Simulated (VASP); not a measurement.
Computed with PBE GGA with D4 dispersion, VASP's PBE PAW potentials (set 64) (plane waves; VASP).

The input files of a VASP run:

### INCAR
```
SYSTEM = CuI
PREC = Accurate
ENCUT = 520
EDIFF = 1E-7
NELM = 100
ALGO = Normal
LREAL = .FALSE.
LASPH = .TRUE.
ISMEAR = -5
GGA = PE
IVDW = 13
LMAXMIX = 4
LWAVE = .FALSE.
LCHARG = .TRUE.
LORBIT = 11
NEDOS = 601
ISIF = 2
```

KPOINTS:
```
Automatic mesh
0
Gamma
9 9 9
0 0 0
```

File POSCAR:
```
CuI
2.9870310
  0.0000000000   0.9999999281   0.9999999281
  0.9999999281   0.0000000000   0.9999999281
  0.9999999281   0.9999999281   0.0000000000
Cu I
1 1
Cart
  0.0000000000   0.0000000000   0.0000000000
  0.4999999640   0.4999999640   0.4999999640
```

POTCAR, in this order: Cu I (PBE.64 set). Program: vasp_std.

What VASP printed:

File OUTCAR:
```
 ion  position               nearest neighbor table
   1  0.000  0.000  0.000-   2 2.59   2 2.59   2 2.59   2 2.59
   2  0.250  0.250  0.250-   1 2.59   1 2.59   1 2.59   1 2.59
  LATTYP: Found a face centered cubic cell.
 ALAT       =     5.9740615702
 Subroutine PRICEL returns:
 Original cell was already a primitive cell.
 Subroutine GETGRP returns: Found 24 space group operations
The static configuration has the point symmetry T_d .
The dynamic configuration has the point symmetry T_d .
 Subroutine INISYM returns: Found 24 space group operations
 Subroutine IBZKPT returns following result:
 Found     35 irreducible k-points:

 Following reciprocal coordinates:
            Coordinates               Weight
  0.000000  0.000000  0.000000      1.000000
  0.111111  0.000000  0.000000      8.000000
  0.222222  0.000000  0.000000      8.000000
  0.333333  0.000000  0.000000      8.000000
  0.444444  0.000000  0.000000      8.000000
  0.111111  0.111111  0.000000      6.000000
  0.222222  0.111111  0.000000     24.000000
  0.333333  0.111111  0.000000     24.000000
  0.444444  0.111111  0.000000     24.000000
...
```

File OSZICAR:
```
       N       E                     dE             d eps       ncg     rms          rms(c)
DAV:   1     0.108204121428E+03    0.10820E+03   -0.79314E+03   910   0.148E+03
DAV:   2     0.246694032533E+01   -0.10574E+03   -0.99605E+02   920   0.269E+02
DAV:   3    -0.550312274098E+01   -0.79701E+01   -0.78466E+01  1241   0.837E+01
DAV:   4    -0.577610386471E+01   -0.27298E+00   -0.27280E+00  1070   0.141E+01
DAV:   5    -0.578696623179E+01   -0.10862E-01   -0.10862E-01  1362   0.290E+00    0.565E+00
DAV:   6    -0.570374334268E+01    0.83223E-01   -0.39005E+00   966   0.580E+01    0.367E+00
DAV:   7    -0.554252572535E+01    0.16122E+00   -0.88168E-01   995   0.346E+01    0.185E+00
DAV:   8    -0.554527409927E+01   -0.27484E-02   -0.56224E-02  1370   0.415E+00    0.511E-01
DAV:   9    -0.554161664038E+01    0.36575E-02   -0.17665E-02  1133   0.429E+00    0.146E-01
DAV:  10    -0.554179272507E+01   -0.17608E-03   -0.83431E-04  1100   0.274E-01    0.716E-02
DAV:  11    -0.554183815223E+01   -0.45427E-04   -0.45347E-04  1143   0.673E-01    0.327E-02
DAV:  12    -0.554183468193E+01    0.34703E-05   -0.45763E-05  1425   0.145E-01    0.296E-02
DAV:  13    -0.554183330171E+01    0.13802E-05   -0.22585E-06  1400   0.312E-02    0.180E-02
DAV:  14    -0.554183204758E+01    0.12541E-05   -0.89373E-06  1268   0.988E-02    0.313E-03
DAV:  15    -0.554183248812E+01   -0.44055E-06   -0.15527E-06   965   0.799E-03    0.503E-03
DAV:  16    -0.554183245723E+01    0.30891E-07   -0.38643E-08   560   0.226E-03
   1 F= -.63079781E+01 E0= -.63079781E+01  d E =0.000000E+00
```

OUTCAR:
```
------------------------ aborting loop because EDIFF is reached ----------------------------------------
  Edisp (eV):   -0.76615
  FORCE on cell =-STRESS in cart. coord.  units (eV):
  Direction    XX          YY          ZZ          XY          YZ          ZX
  --------------------------------------------------------------------------------------
  Total      -0.02066    -0.02066    -0.02066     0.00000     0.00000     0.00000
  in kB      -0.62086    -0.62086    -0.62086     0.00000     0.00000     0.00000
  external pressure =       -0.62 kB  Pullay stress =        0.00 kB
  volume of cell :       53.30
      direct lattice vectors                 reciprocal lattice vectors
     0.000000000  2.987030785  2.987030785    -0.167390307  0.167390307  0.167390307
     2.987030785  0.000000000  2.987030785     0.167390307 -0.167390307  0.167390307
     2.987030785  2.987030785  0.000000000     0.167390307  0.167390307 -0.167390307
  FREE ENERGIE OF THE ION-ELECTRON SYSTEM (eV)
  ---------------------------------------------------
  free  energy   TOTEN  =        -6.3079781382 eV

  energy  without entropy=       -6.3079781382  energy(sigma->0) =       -6.30797814

 total charge

# of ion       s       p       d       tot
------------------------------------------
    1        0.342   0.288   9.329   9.959
    2        1.492   2.773   0.060   4.325
--------------------------------------------------
tot          1.834   3.061   9.389  14.284
```
(Selected blocks of OUTCAR.)

File OUTCAR:
```
 val. band max:        4.9199050985   @ k =   0.0000   0.0000   0.0000

 cond. band min:       6.1857333482   @ k =   0.0000   0.0000   0.0000


 Fermi energy:         4.9597548676

 k-point     1 :       0.0000    0.0000    0.0000
  band No.  band energies     occupation
      1      -9.3293      2.00000
      2       1.0761      2.00000
      3       1.0761      2.00000
      4       1.0761      2.00000
      5       2.8793      2.00000
      6       2.8793      2.00000
      7       4.9199      2.00000
      8       4.9199      2.00000
      9       4.9199      2.00000
     10       6.1857      0.00000
     11       9.7433      0.00000
     12       9.7433      0.00000
     13       9.7433      0.00000

 k-point     2 :       0.1111    0.0000    0.0000
  band No.  band energies     occupation
      1      -9.2654      2.00000
      2       0.8391      2.00000
      3       1.0822      2.00000
      4       1.0822      2.00000
      5       2.8736      2.00000
      6       2.8736      2.00000
      7       4.3441      2.00000
      8       4.8163      2.00000
      9       4.8163      2.00000
     10       6.7933      0.00000
     11       9.6735      0.00000
     12       9.9309      0.00000
     13       9.9309      0.00000

 k-point     3 :       0.2222    0.0000    0.0000
  band No.  band energies     occupation
      1      -9.0948      2.00000
      2       0.2364      2.00000
      3       1.0954      2.00000
      4       1.0954      2.00000
      5       2.8679      2.00000
      6       2.8679      2.00000
      7       3.6535      2.00000
      8       4.5760      2.00000
      9       4.5760      2.00000
     10       7.2570      0.00000
     11      10.2106      0.00000
     12      10.2693      0.00000
     13      10.2693      0.00000

 k-point     4 :       0.3333    0.0000    0.0000
  band No.  band energies     occupation
      1      -8.8830      2.00000
      2      -0.4414      2.00000
      3       1.1057      2.00000
...
```

Unless said otherwise, spin-orbit coupling is left out, though it shifts the bands of the heavy elements here.

The compound is CuI in the zinc blende structure. It was relaxed first.
